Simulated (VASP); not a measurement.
Crystal: Ti.

```
CELL_PARAMETERS angstrom
2.95000 0.00000 0.00000
-1.47500 2.55477 0.00000
0.00000 0.00000 4.68000
ATOMIC_POSITIONS crystal
Ti 0.33333 0.66667 0.25000
Ti 0.66667 0.33333 0.75000
```

```yaml
Program: VASP 6.6.1
Task: relaxation of cell and atoms
Functional: PBE
Potentials_or_basis: VASP PAW PBE potentials, release 64 (Ti_sv)
Cutoff: 520 eV
k_mesh: 18 × 18 × 10
Occupations: gaussian, width 1 eV
Spin: no spin polarisation
```

At the start: pressure 2.2 GPa; volume 17.64 Å³/atom.

Question: How do energy, volume and symmetry change on relaxing?

Answer: Over 16 steps the energy falls by 4.3 meV/atom and the volume is 18.04 Å³/atom (+2.3 %); space group P6_3/mmc (No. 194, to 0.05 Å).

The path:
```tsv
step	energy change (eV)	largest force (eV/Å)	pressure (GPa)	volume (Å³)
1	0.0000	0.0000	2.23	35.27
2	-0.0061	0.0000	-0.99	36.54
3	-0.0072	0.0000	-0.30	36.18
4	-0.0072	0.0000	-0.22	36.16
5	-0.0083	0.0000	-0.11	36.11
6	-0.0087	0.0000	0.02	36.07
7	-0.0087	0.0000	0.04	36.06
8	-0.0087	0.0000	0.04	36.06
9	-0.0087	0.0000	-0.01	36.08
10	-0.0087	0.0000	-0.01	36.08
11	-0.0087	0.0000	0.02	36.07
12	-0.0087	0.0000	0.03	36.07
13	-0.0087	0.0000	0.02	36.08
14	-0.0087	0.0000	0.02	36.08
15	-0.0087	0.0000	0.01	36.08
16	-0.0087	0.0000	0.01	36.08
```

Final structure:
```cif
data_structure
_symmetry_space_group_name_H-M 'P 1'
_symmetry_Int_Tables_number 1
_cell_length_a 2.9508
_cell_length_b 2.9508
_cell_length_c 4.7847
_cell_angle_alpha 90.000
_cell_angle_beta 90.000
_cell_angle_gamma 120.000
_cell_volume 36.08
loop_
_atom_site_label
_atom_site_type_symbol
_atom_site_fract_x
_atom_site_fract_y
_atom_site_fract_z
_atom_site_occupancy
Ti1 Ti 0.33333 0.66667 0.25000 1
Ti2 Ti 0.66667 0.33333 0.75000 1
```
